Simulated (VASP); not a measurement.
Given:

```
CELL_PARAMETERS angstrom
     -1.65261     1.65261     1.65261
      1.65261    -1.65261     1.65261
      1.65261     1.65261    -1.65261
ATOMIC_POSITIONS crystal
  Ta 0.00000 0.00000 0.00000
```

Calculation: r2SCAN meta-GGA, VASP's PBE PAW potentials (set 64) (plane waves; VASP). Numerical set-up: 520 eV cut-off, 17×17×17 Γ-centred mesh, tetrahedra with Blöchl corrections, potentials Ta_pv.

Unless said otherwise, spin-orbit coupling is left out, though it shifts the bands of the heavy elements here.

Question: What does the run give for the energy per atom (σ→0), band gap (over mesh and band path) with the smallest direct gap where there is one?

Answer: 
```
Property                                                              Result
----------------------------------  ----------------------------------------
band gap (over mesh and band path)  none (metal, semimetal or under 0.01 eV)
energy per atom (σ→0)                                        -48.580 eV/atom
```

The absolute energy has meaning only against runs of the same code, potentials and settings.

The compound is Ta in the bcc structure. It was relaxed first.
